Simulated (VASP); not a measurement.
Here is the system:

```
CELL_PARAMETERS angstrom
      4.21395     0.00000     0.00000
      0.00000     4.21395     0.00000
      0.00000     0.00000     4.21395
ATOMIC_POSITIONS crystal
  Ba 0.00000 0.00000 0.00000
  Zr 0.50000 0.50000 0.50000
  O  0.50000 0.00000 0.50000
  O  0.00000 0.50000 0.50000
  O  0.50000 0.50000 0.00000
```

Calculation: r2SCAN meta-GGA, VASP's PBE PAW potentials (set 64) (plane waves; VASP 6.6.1). Numerical set-up: 520 eV cut-off, 6×6×6 Γ-centred mesh, tetrahedra with Blöchl corrections, potentials Ba_sv Zr_sv O.

The cores are frozen, which limits the accuracy of field gradients.

Give the principal components of the electric field gradient (V/Å²) and the asymmetry η at each nucleus.

```
atom  Vxx  Vyy    Vzz     η
----  ---  ---  -----  ----
Ba1   0.0  0.0    0.0     -
Zr2   0.0  0.0    0.0     -
O3    6.2  6.2  -12.4  0.00
O4    6.2  6.2  -12.4  0.00
O5    6.2  6.2  -12.4  0.00
```

The compound is BaZrO3 in the cubic perovskite structure. It was relaxed first.
